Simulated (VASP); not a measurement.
Given:

```
CELL_PARAMETERS angstrom
      0.00000     2.07993     2.07993
      2.07993     0.00000     2.07993
      2.07993     2.07993     0.00000
ATOMIC_POSITIONS crystal
  Nb 0.00000 0.00000 0.00000
```

These are PBEsol GGA, VASP's PBE PAW potentials (set 64) (plane waves; VASP) values and carry that method's errors. Settings: 400 eV cut-off, 17×17×17 Γ-centred mesh, tetrahedra with Blöchl corrections, potentials Nb_sv.

Problem. What does the run give for the energy per atom (σ→0), band gap (on the k-mesh) with the smallest direct gap where there is one?

Solution. 
The band gap (on the k-mesh) is none (metal, semimetal or under 0.01 eV). The energy per atom (σ→0) comes out as -10.600 eV/atom.

The structure was generated: Nb was put into the fcc type (Fm-3m), which need not be its known phase. It was relaxed first.
